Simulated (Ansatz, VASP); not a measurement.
# Cross-check of Zr2CSO (Zr2COS MXene bilayer, AA) between VASP and Ansatz, part 2 of 2

Wanted: the spread between two codes on one cell, functional and k mesh. Of the first pair: The structure shown is the start of the Ansatz relaxation below; VASP solves that cell, so the two are compared at the walk's first step.

VASP 6.6.1 and Ansatz 0.2.0.

So far: The structure; Ansatz: relaxation, LDA.

## 3. VASP: single point, LDA, start cell, pair 1

Level of this step: LDA; plane waves and PAW (S, Zr_sv, C, O) (VASP).

The same cell, functional (in two slightly different forms), mesh and smearing now go to VASP, with its own data sets.

Lines of VASP's logs that name or quote its potential files are left out, and so is its time.

File INCAR:

```
SYSTEM = Zr2CSO
PREC = Accurate
ENCUT = 520
EDIFF = 1E-06
NELM = 120
ISMEAR = -1
SIGMA = 0.05
LREAL = .FALSE.
ALGO = Normal
GGA = PW92
NBANDS = 50
LASPH = .TRUE.
LORBIT = 11
LWAVE = .FALSE.
LCHARG = .FALSE.
ISIF = 2
LDIPOL = .TRUE.
IDIPOL = 3
DIPOL = 0.5 0.5 0.503
LVHAR = .TRUE.
GGA_COMPAT = .FALSE.
NELMDL = -8
KPAR = 2
```

File POSCAR:

```
Zr2CSO
1.0
    3.2890000000      0.0000000000      0.0000000000
   -1.6445000000      2.8483580000      0.0000000000
    0.0000000000      0.0000000000     59.2232450000
S Zr C O
2 4 2 2
Direct
    0.3333332748      0.6666665496      0.3807626549
    0.3333332748      0.6666665496      0.5249057697
    0.6666667252      0.3333334504      0.4113654529
    0.3333332748      0.6666665496      0.4551912176
    0.6666667252      0.3333334504      0.5555085676
    0.3333332748      0.6666665496      0.5993343323
    0.0000000000      0.0000000000      0.4332783352
    0.0000000000      0.0000000000      0.5774214500
    0.6666667252      0.3333334504      0.4750942472
    0.6666667252      0.3333334504      0.6192373451
```

File KPOINTS:

```
Automatic mesh
0
Gamma
12 12 1
0 0 0
```

PAW data sets: S, Zr_sv, C and O (LDA family, release 64).

Launch:

```console
mpirun -np 2 vasp_std
```

Numbers of over 12 decimals in the logs are rounded to 6 here.

The log of the run:

```text
[banner, memory and clock lines left out]
running    2 mpi-ranks, on    1 nodes
 distrk:  each k-point on    1 cores,    2 groups
 distr:  one band on    1 cores,    1 groups

 POSCAR found type information on POSCAR S ZrC O
 POSCAR found :  4 types and      10 ions
|                                                                             |
|               ----> ADVICE to this user running VASP <----                  |
|                                                                             |
|     You enforced a specific xc type in the INCAR file but a different       |
|     [... a line on the potential file left out ...]
|     I HOPE YOU KNOW WHAT YOU ARE DOING!                                     |
|                                                                             |

 LDA part: xc-table for (Slater(with rela. corr.)+PW92), standard interpolation
|                                                                             |
|           W    W    AA    RRRRR   N    N  II  N    N   GGGG   !!!           |
|           W    W   A  A   R    R  NN   N  II  NN   N  G    G  !!!           |
|           W    W  A    A  R    R  N N  N  II  N N  N  G       !!!           |
|           W WW W  AAAAAA  RRRRR   N  N N  II  N  N N  G  GGG   !            |
|           WW  WW  A    A  R   R   N   NN  II  N   NN  G    G                |
|           W    W  A    A  R    R  N    N  II  N    N   GGGG   !!!           |
|                                                                             |
|     One of the lattice vectors is very long (>50 A), but AMIN is rather     |
|     large. This can spoil convergence since charge sloshing might occur     |
|     along the long lattice vector. If problems with convergence are         |
|     observed, try to decrease AMIN to a smaller value (e.g. 0.01).          |
|     Note: This warning only applies if the self-consistency cycle is        |
|     used.                                                                   |
|                                                                             |

 POSCAR, INCAR and KPOINTS ok, starting setup
 FFT: planning ... GRIDC
 FFT: planning ... GRID_SOFT
 FFT: planning ... GRID
 WAVECAR not read
 entering main loop
       N       E                     dE             d eps       ncg     rms          rms(c)
DAV:   1     0.796133156046E+03    0.79613E+03   -0.37428E+04  2332   0.131E+03
DAV:   2    -0.910572772709E+01   -0.80524E+03   -0.78908E+03  2528   0.359E+02
DAV:   3    -0.100285755374E+03   -0.91180E+02   -0.89836E+02  2512   0.109E+02
DAV:   4    -0.108103101562E+03   -0.78173E+01   -0.77939E+01  3240   0.305E+01
DAV:   5    -0.108561362925E+03   -0.45826E+00   -0.45811E+00  2960   0.587E+00
DAV:   6    -0.108569303726E+03   -0.79408E-02   -0.79400E-02  2872   0.901E-01
DAV:   7    -0.108569651275E+03   -0.34755E-03   -0.34753E-03  2824   0.181E-01
DAV:   8    -0.108569668158E+03   -0.16883E-04   -0.16883E-04  2824   0.366E-02    0.418E+01
DAV:   9    -0.963722600550E+02    0.12197E+02   -0.90738E+01  2194   0.368E+01    0.207E+01
DAV:  10    -0.383221997466E+03   -0.28685E+03   -0.18928E+03  2970   0.829E+01    0.699E+01
DAV:  11    -0.760941632027E+02    0.30713E+03   -0.82145E+02  2652   0.599E+01    0.355E+01
DAV:  12    -0.937234636401E+02   -0.17629E+02   -0.20921E+02  2488   0.292E+01    0.128E+01
DAV:  13    -0.101127939739E+03   -0.74045E+01   -0.64054E+01  2428   0.240E+01    0.104E+01
DAV:  15    -0.955516971494E+02    0.19383E+01   -0.58789E+00  2474   0.881E+00    0.535E+00
[...]
DAV:  43    -0.939262749621E+02    0.10230E-03   -0.38168E-05  2436   0.304E-02    0.211E-01
DAV:  44    -0.939261797225E+02    0.95240E-04   -0.52697E-05  2358   0.268E-02    0.192E-01
DAV:  45    -0.939260959198E+02    0.83803E-04   -0.50034E-05  2270   0.251E-02    0.169E-01
DAV:  46    -0.939259776553E+02    0.11826E-03   -0.12626E-04  2428   0.584E-02    0.125E-01
DAV:  47    -0.939258673248E+02    0.11033E-03   -0.23813E-04  2282   0.601E-02    0.788E-02
DAV:  48    -0.939258440994E+02    0.23225E-04   -0.57805E-05  2534   0.275E-02    0.567E-02
DAV:  49    -0.939258373049E+02    0.67945E-05   -0.98969E-06  2302   0.163E-02    0.492E-02
DAV:  50    -0.939258366346E+02    0.67030E-06   -0.27566E-06  1674   0.669E-03
   1 F= -.93925837E+02 E0= -.93915236E+02  d E =-.212011E-01
```

OUTCAR, selected parts (step 3):

```text
ion  position               nearest neighbor table
   1  0.333  0.667  0.381-   3 2.62   3 2.62   3 2.63
   2  0.333  0.667  0.525-   5 2.62   5 2.62   5 2.63
   3  0.667  0.333  0.411-   7 2.30   7 2.30   7 2.30   1 2.62   1 2.62   1 2.63   4 3.22   4 3.22
                             4 3.22
   4  0.333  0.667  0.455-   9 2.23   9 2.23   9 2.24   7 2.30   7 2.30   7 2.30   3 3.22   3 3.22
                             3 3.22
   5  0.667  0.333  0.556-   8 2.30   8 2.30   8 2.30   2 2.62   2 2.62   2 2.63   6 3.22   6 3.22
                             6 3.22
   6  0.333  0.667  0.599-  10 2.23  10 2.23  10 2.24   8 2.30   8 2.30   8 2.30   5 3.22   5 3.22
                             5 3.22
   7  0.000  0.000  0.433-   3 2.30   4 2.30   3 2.30   3 2.30   4 2.30   4 2.30
   8  0.000  0.000  0.577-   6 2.30   5 2.30   6 2.30   6 2.30   5 2.30   5 2.30
   9  0.667  0.333  0.475-   4 2.23   4 2.23   4 2.24
  10  0.667  0.333  0.619-   6 2.23   6 2.23   6 2.24

  LATTYP: Found a hexagonal cell.
 ALAT       =     3.2890000000
 C/A-ratio  =    18.0064594102

 Subroutine GETGRP returns: Found  6 space group operations
 (whereof  6 operations were pure point group operations)

The static configuration has the point symmetry C_3v.

 Found     19 irreducible k-points:

   k-points           NKPTS =     19   k-points in BZ     NKDIM =     19   number of bands    NBANDS=     50

   dimension x,y,z NGX =    24 NGY =   24 NGZ =  448
   dimension x,y,z NGXF=    48 NGYF=   48 NGZF=  896

   ENCUT  =  520.0 eV  38.22 Ry    6.18 a.u.   6.12  6.12110.12*2*pi/ulx,y,z

   NELECT =      80.0000    total number of electrons

 k-points in reciprocal lattice and weights: Automatic mesh
   0.00000000  0.00000000  0.00000000       0.007
   0.08333333  0.00000000  0.00000000       0.042
   0.16666667  0.00000000  0.00000000       0.042
   0.25000000  0.00000000  0.00000000       0.042
   0.33333333  0.00000000  0.00000000       0.042
   0.41666667 -0.00000000  0.00000000       0.042
   0.50000000  0.00000000  0.00000000       0.021
   0.08333333  0.08333333  0.00000000       0.042
   0.16666667  0.08333333  0.00000000       0.083
[...]
0.33333333  0.25000000  0.00000000       0.083
   0.33333333  0.33333333  0.00000000       0.014

 dipolmoment           0.000000      0.000000      0.052425 electrons x Angstroem

 average (electrostatic) potential at core
       1 -94.2707       2 -94.2769       3 -85.9171       4 -86.3439       5 -85.8836
       6 -86.2602       7 -61.0565       8 -60.9957       9 -78.7635      10 -78.6172

 E-fermi :  -3.2299

 k-point     1 :       0.0000    0.0000    0.0000
  band No.  band energies     occupation
    ...
     32      -4.9432      2.00000
     33      -4.8659      2.00000
     34      -4.8659      2.00000
     35      -4.6544      2.00000
     36      -4.1383      2.00000
     37      -2.6444      0.00002
     38      -2.6444      0.00002
     39      -2.5973      0.00001
     40      -2.5973      0.00001
     41      -1.8156      0.00000
    ...

 k-point     2 :       0.0833    0.0000    0.0000
  band No.  band energies     occupation
    ...
     34      -4.8838      2.00000
     35      -4.4277      2.00000
     36      -4.0919      2.00000
     37      -3.2801      1.46369
     38      -3.2284      0.98536
     39      -2.9168      0.00381
     40      -2.8737      0.00161
     41      -2.0181      0.00000
     42      -1.9428      0.00000
     43      -1.5142      0.00000
    ...

 k-point     3 :       0.1667    0.0000    0.0000
  band No.  band energies     occupation
    ...
     36      -4.6139      2.00000
     37      -4.0233      2.00000
     38      -3.9070      2.00000
     39      -3.2666      1.35126
     40      -3.2296      0.99695
     41      -2.5196      0.00000
     42      -2.4305      0.00000
     43      -1.0549      0.00000
     44      -1.0534      0.00000
     45      -0.9888      0.00000
    ...

  Total       -3.4656141     -3.4656152     -9.5471874      0.0000000      0.0000000     -0.0000000
  in kB      -10.0078351    -10.0078383    -27.5699121      0.0000000      0.0000000     -0.0000000
  external PRESSURE =     -15.8618618 kB  Pullay stress =       0.0000000 kB

  energy-cutoff  :      520.00
  volume of cell :      554.82
      direct lattice vectors                 reciprocal lattice vectors
     3.289000000  0.000000000  0.000000000     0.304043782  0.175539732  0.000000000
    -1.644500000  2.848358000  0.000000000     0.000000000  0.351079464  0.000000000
     0.000000000  0.000000000 59.223245000     0.000000000  0.000000000  0.016885262

 POSITION                                       TOTAL-FORCE (eV/Angst)
 -----------------------------------------------------------------------------------
     -0.00000      1.89890     22.55000        -0.000000     -0.000000      1.624282
     -0.00000      1.89890     31.08662        -0.000000     -0.000000      1.481402
      1.64450      0.94945     24.36240        -0.000000     -0.000000     -2.030710
     -0.00000      1.89890     26.95790         0.000000      0.000000      4.428916
      1.64450      0.94945     32.89902         0.000000     -0.000000     -1.976536
     -0.00000      1.89890     35.49452         0.000000     -0.000000      4.674069
      0.00000      0.00000     25.66015        -0.000000     -0.000000     -0.819674
      0.00000      0.00000     34.19677        -0.000000     -0.000000     -0.904834
      1.64450      0.94945     28.13662        -0.000000     -0.000000     -3.117577
      1.64450      0.94945     36.67325         0.000000     -0.000000     -3.359338
 -----------------------------------------------------------------------------------
    total drift:                               -0.000000     -0.000510     -0.000307

  FREE ENERGIE OF THE ION-ELECTRON SYSTEM (eV)
  ---------------------------------------------------
  free  energy   TOTEN  =       -93.9258366346 eV

  energy  without entropy=      -93.9046355036  energy(sigma->0) =      -93.91523607

 vacuum level on the upper side and lower side of the slab         4.293         3.274

 total charge
# of ion       s       p       d       tot
------------------------------------------
    1        1.367   2.296   0.000   3.663
    2        1.370   2.282   0.000   3.652
    3        2.186   6.042   1.655   9.883
    4        2.180   6.050   1.522   9.751
    5        2.187   6.042   1.655   9.884
    6        2.180   6.050   1.520   9.750
    7        0.879   1.535   0.000   2.414
    8        0.879   1.535   0.000   2.413
    9        1.563   3.349   0.000   4.911
   10        1.563   3.342   0.000   4.905
--------------------------------------------------
tot         16.352  38.523   6.352  61.227

[... 3 further parts left out ...]
```

## 4. Comparison

Known differences besides the potentials themselves: Ansatz cuts the interaction across the vacuum, VASP repeats the sheet with a dipole correction; the cutoff is 420 eV in Ansatz and 520 eV in VASP; VASP's log shows a relativistic correction to its local exchange, Ansatz's none. Total energies have different zeros and are not compared.

Forces (eV/Å; atoms numbered as in POSCAR):

```csv
atom,"Ansatz x, y, z","VASP x, y, z"
S1,"0.000, 0.000, 1.630","0.000, 0.000, 1.624"
S2,"0.000, 0.000, 1.488","0.000, 0.000, 1.481"
Zr3,"0.000, 0.000, -2.003","0.000, 0.000, -2.031"
Zr4,"0.000, 0.000, 4.435","0.000, 0.000, 4.429"
Zr5,"0.000, 0.000, -1.951","0.000, 0.000, -1.977"
Zr6,"0.000, 0.000, 4.679","0.000, 0.000, 4.674"
C7,"0.000, 0.000, -0.823","0.000, 0.000, -0.820"
C8,"0.000, 0.000, -0.901","0.000, 0.000, -0.905"
O9,"0.000, 0.000, -3.155","0.000, 0.000, -3.118"
O10,"0.000, 0.000, -3.399","0.000, 0.000, -3.359"
```

The forces differ by 12 meV/Å r.m.s., which is 0.8 % of the r.m.s. force of 1.600 eV/Å (both taken over all components). VASP's last cycles still show a density residual of 5e-03, so its state may not be settled. With vacuum in the cell, a pressure given here is an average over mostly empty space and none of the material.

## 5. Ansatz: relaxation, LDA

This run makes the geometry at which the two programs are then compared.

The structure compared here is the end of the Ansatz relaxation.

File input.yaml:

```yaml
crystal:
  lattice:
    - [3.289, 0.0, 0.0]
    - [-1.6445, 2.848357553, 0.0]
    - [0.0, 0.0, 59.2232453272]
  atoms:
    - { symbol: S, position: [0.3333333333, 0.6666666667, 0.3807626528] }
    - { symbol: Zr, position: [0.6666666667, 0.3333333333, 0.4113654589] }
    - { symbol: C, position: [0.0, 0.0, 0.4332783373] }
    - { symbol: Zr, position: [0.3333333333, 0.6666666667, 0.4551912157] }
    - { symbol: O, position: [0.6666666667, 0.3333333333, 0.4750942389] }
    - { symbol: S, position: [0.3333333333, 0.6666666667, 0.5249057611] }
    - { symbol: Zr, position: [0.6666666667, 0.3333333333, 0.5555085672] }
    - { symbol: C, position: [0.0, 0.0, 0.5774214456] }
    - { symbol: Zr, position: [0.3333333333, 0.6666666667, 0.599334324] }
    - { symbol: O, position: [0.6666666667, 0.3333333333, 0.6192373472] }
  periodic: [true, true, false]
kpoints:
  mp_grid: { grid: [12, 12, 1] }
hamiltonian:
  xc: lda
scf:
  occupations: { method: fermi_dirac, width: 0.05 }
  convergence: { dr2_threshold: 1.0e-09 }
relax:
  f_tol: 0.004
  max_steps: 90
  cell: {}
output:
  write_potential: true
  write_density: true
  volumetric_format: npy
```

Launch:

```console
ansatz run input.yaml --threads 4 --pin off --max-ram 6144MiB --backend cpu --events-out ev --progress --plain --runs-dir out
```

The log of the run:

```text
[...]
Crystal: 10 atoms, lattice volume = 554.818 Å³
Basis set: ecut = 420 eV, 11021 PW (Γ)
Bands: 50, of which v1, the nominal top of the filled ones, is band 40 counted from 1 (39 counted from 0)
Symmetry: 6 space group operations
[...]
k-points: 19 of 144 (time reversal used)
[...]
- { symbol: C, position: [2.0403615220026722e-17, 0, 0.442117] }
    - { symbol: Zr, position: [0.333333, 0.666667, 0.466460] }
    - { symbol: O, position: [0.666667, 0.333333, 0.479046] }
    - { symbol: S, position: [0.333333, 0.666667, 0.518928] }
    - { symbol: Zr, position: [0.666667, 0.333333, 0.546146] }
    - { symbol: C, position: [-2.1891466325036872e-17, 0, 0.567938] }
    - { symbol: Zr, position: [0.333333, 0.666667, 0.591361] }
    - { symbol: O, position: [0.666667, 0.333333, 0.605955] }
[key lines of the parts left out:]
SCF converged after 5 iterations
Free energy (F): -19657.754327 eV
Fermi energy:    -5.776808 eV
P = ½ c Tr σ = -0.0202 N/m
```

## 6. VASP: single point, LDA, relaxed cell, pair 2

The same cell, functional (in two slightly different forms), mesh and smearing now go to VASP, with its own data sets.

INCAR is that of step 3.

File POSCAR:

```
Zr2CSO
1.0
    3.3403991650      0.0000000000      0.0000000000
   -1.6701995825      2.8928705357      0.0000000000
    0.0000000000      0.0000000000     59.2232453272
S Zr C O
2 4 2 2
Direct
    0.3333333333      0.6666666667      0.3934387231
    0.3333333333      0.6666666667      0.5189276892
    0.6666666667      0.3333333333      0.4207082056
    0.3333333333      0.6666666667      0.4664600394
    0.6666666667      0.3333333333      0.5461464231
    0.3333333333      0.6666666667      0.5913612645
    0.0000000000      0.0000000000      0.4421172572
    0.0000000000      0.0000000000      0.5679379832
    0.6666666667      0.3333333333      0.4790463735
    0.6666666667      0.3333333333      0.6059553899
```

KPOINTS is that of step 3.

Launch:

```console
mpirun -np 2 vasp_std
```

The log of the run:

```text
[banner, memory and clock lines left out]
running    2 mpi-ranks, on    1 nodes
[...]
[... a notice as in an earlier step ...]

 LDA part: xc-table for (Slater(with rela. corr.)+PW92), standard interpolation
 [... a notice as in an earlier step ...]

 POSCAR, INCAR and KPOINTS ok, starting setup
[...]
entering main loop
       N       E                     dE             d eps       ncg     rms          rms(c)
DAV:   1     0.806921815031E+03    0.80692E+03   -0.37524E+04  2356   0.130E+03
DAV:   2    -0.625790104737E+01   -0.81318E+03   -0.79595E+03  2576   0.361E+02
DAV:   3    -0.102386642497E+03   -0.96129E+02   -0.94426E+02  2514   0.111E+02
DAV:   4    -0.110727406329E+03   -0.83408E+01   -0.83210E+01  3256   0.315E+01
[...]
DAV:  31    -0.956136300512E+02    0.34209E-04   -0.24436E-05  2064   0.261E-02    0.645E-02
DAV:  32    -0.956136286801E+02    0.13711E-05   -0.77880E-06  2176   0.881E-03    0.620E-02
DAV:  33    -0.956136290710E+02   -0.39088E-06   -0.25583E-07  1440   0.209E-03
   1 F= -.95613629E+02 E0= -.95609087E+02  d E =-.908342E-02
```

Parts of OUTCAR (step 6):

```text
  Total        0.2952815      0.2952815      0.1574276     -0.0000000      0.0000000     -0.0000000
  in kB        0.8266607      0.8266607      0.4407293     -0.0000000      0.0000000     -0.0000000
  external PRESSURE =       0.6980169 kB  Pullay stress =       0.0000000 kB

 POSITION                                       TOTAL-FORCE (eV/Angst)
 -----------------------------------------------------------------------------------
     -0.00000      1.92858     23.30072         0.000000     -0.000000     -0.015199
     -0.00000      1.92858     30.73258         0.000000     -0.000000      0.001691
      1.67020      0.96429     24.91571        -0.000000      0.000000     -0.018331
     -0.00000      1.92858     27.62528         0.000000     -0.000000     -0.010841
      1.67020      0.96429     32.34456        -0.000000     -0.000000     -0.028364
     -0.00000      1.92858     35.02233        -0.000000      0.000000     -0.022952
      0.00000      0.00000     26.18362         0.000000     -0.000000     -0.004530
      0.00000      0.00000     33.63513         0.000000     -0.000000      0.015970
      1.67020      0.96429     28.37068         0.000000     -0.000000      0.040888
      1.67020      0.96429     35.88664        -0.000000      0.000000      0.041668
 -----------------------------------------------------------------------------------
    total drift:                                0.000001     -0.000000     -0.001637

  FREE ENERGIE OF THE ION-ELECTRON SYSTEM (eV)
  ---------------------------------------------------
  free  energy   TOTEN  =       -95.6136290710 eV

  energy  without entropy=      -95.6045456475  energy(sigma->0) =      -95.60908736

[... 1 part as in an earlier step ...]

[... 2 further parts left out ...]
[key lines of the parts left out:]
E-fermi :  -2.3217
```

## 7. Comparison

At this near-relaxed geometry the largest component of a force difference is 44 meV/Å. VASP's last cycles still show a density residual of 6e-03, so its state may not be settled. With vacuum in the cell, a pressure given here is an average over mostly empty space and none of the material.

## 8. Summary of results

| Quantity | Value |
| --- | --- |
| r.m.s. force difference (single point, LDA, start cell, pair 1) | 0.77 % of the r.m.s. force |
| r.m.s. force difference (single point, LDA, relaxed cell, pair 2) | 14 meV/Å |

**Reading.** The r.m.s. force difference is 14 meV/Å (single point, LDA, relaxed cell, pair 2), beyond the 12 meV/Å picked in this series as the mark of a large difference. What causes the difference of the single point, LDA, relaxed cell, pair 2 pair stays open here. Such differences can come from data sets, numerical settings and the points named under the comparisons, not from the functional's error against experiment.

[Lines on the potential files, build, host, timing and source positions are cut from VASP's logs without a mark.]

[Logs are printed without paths, hosts, clocks, repeated set-up lines and the standing remarks that a program may print on its own settings, such as how far it seeks lower states.]

[Hosts, paths, dates, database ids (printed as entryN), source tags and the programs' standing remarks are cut or masked in the printed files.]
